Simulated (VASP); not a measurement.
A run of VASP 6.6.1 is set up as follows.

POSCAR

```
TaF3
1.0
    3.9012000000      0.0000000000      0.0000000000
    0.0000000000      3.9012000000      0.0000000000
    0.0000000000      0.0000000000      3.9012000000
Ta F
1 3
Direct
    0.0000000000      0.0000000000      0.0000000000
    0.5000000000      0.0000000000      0.0000000000
    0.0000000000      0.5000000000      0.0000000000
    0.0000000000      0.0000000000      0.5000000000
```

File INCAR.step1:

```
PREC = Accurate
ENCUT = 520
ISMEAR = -1
SIGMA = 0.1
LREAL = False
LASPH = True
NELM = 100
NBANDS = 24
GGA = PE
ALGO = Normal
EDIFF = 1E-4
LWAVE = True
LCHARG = False
```

File INCAR.step2:

```
PREC = Accurate
ENCUT = 520
EDIFF = 1E-6
ISMEAR = -1
SIGMA = 0.1
LREAL = False
LASPH = True
NELM = 100
ALGO = Normal
ISIF = 2
LWAVE = False
LCHARG = False
METAGGA = R2SCAN
LMIXTAU = True
NBANDS = 24
ISTART = 1
```

KPOINTS

```
regular mesh
0
Gamma
  7 7 7
```

Potentials or basis: VASP PAW PBE potentials, release 64 (Ta_pv, F).

The run is started by

```bash
$ cat potpaw_PBE.64/Ta_pv/POTCAR potpaw_PBE.64/F/POTCAR > POTCAR
$ cp INCAR.step1 INCAR
$ mpirun -np 1 vasp_std > vasp.out
$ cp INCAR.step2 INCAR
$ mpirun -np 1 vasp_std > vasp.out
```

Q: Predict the pressure.

A: 23.3 GPa.

Q: Predict the band gap on the k mesh.

A: None (metal or under the smearing width).

Caveat: so large a pressure means that the cell lies far from this level's equilibrium, or that cutoff or potentials fall short; the potentials were made for another functional, which shifts forces and pressure. Spin-orbit coupling is left out, which matters for the levels of Ta.
